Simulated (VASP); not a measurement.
Input for VASP

**POSCAR**
```
HfC
1.0
  0.0000000000   2.3633052829   2.3633052829
  2.3633052829   0.0000000000   2.3633052829
  2.3633052829   2.3633052829   0.0000000000
Hf C
1 1
Cartesian
  0.0000000000   0.0000000000   0.0000000000
  2.3633052829   2.3633052829   2.3633052829
```

### INCAR
```
EDIFFG = -0.01   ! ionic stop
LASPH = .True.
ALGO = Normal
GGA = ML
ZAB_VDW = -1.8867
ISMEAR = 1   ! Methfessel-Paxton
SYSTEM = HfC
IBRION = 2
ISIF = 3   ! ions, shape and volume
PREC = Accurate
LWAVE = .False.
LREAL = .False.
SIGMA = 0.1   ! width (eV)
ENCUT = 520
EDIFF = 1E-6
AGGAC = 0.0
NELM = 100
LMAXMIX = 6   ! l cut-off of mixed one-centre charges
NSW = 60   ! most ionic steps
LCHARG = .False.
LUSE_VDW = .True.
```

**KPOINTS**
```
K-points
0
G
 12 12 12
0 0 0
```

POTCAR, in this order: Hf_pv C (PBE.64 set). Program: vasp_std.

Task: Translate this vdW-DF2 calculation to Quantum ESPRESSO's pw.x.

Result: One equivalent input (not run):
```
&CONTROL
  calculation = 'vc-relax'
  pseudo_dir = './pseudo'
  outdir = './out'
  tprnfor = .true.
  tstress = .true.
  nstep = 60
  forc_conv_thr = 0.00039
/
&SYSTEM
  ibrav = 0
  nat = 2
  ntyp = 2
  ecutwfc = 82
  occupations = 'smearing'
  smearing = 'methfessel-paxton'
  degauss = 0.00735
  input_dft = 'vdw-df2'
/
&ELECTRONS
  conv_thr = 7.3e-08
  electron_maxstep = 100
/
&IONS
/
&CELL
/
ATOMIC_SPECIES
  Hf 178.490 Hf.upf
  C 12.011 C.upf
CELL_PARAMETERS angstrom
     0.0000000    2.3633053    2.3633053
     2.3633053    0.0000000    2.3633053
     2.3633053    2.3633053   -0.0000000
ATOMIC_POSITIONS crystal
  Hf   0.0000000  0.0000000  0.0000000
  C    0.5000000  0.5000000  0.5000000
K_POINTS automatic
  12 12 12 0 0 0
```
The two are equivalent in intent, not identical: the potentials are each code's own (VASP's PAW set, PseudoDojo norm-conserving files in pw.x), so ENCUT and ecutwfc are chosen apart and not converted; conv_thr bounds pw.x's estimated SCF error, while EDIFF bounds the energy change between steps; forc_conv_thr acts on force components and is met together with etot_conv_thr.

The compound is HfC in the rock salt structure. It was relaxed first, which changed the volume by +6 %. The start is the result of an earlier pass.
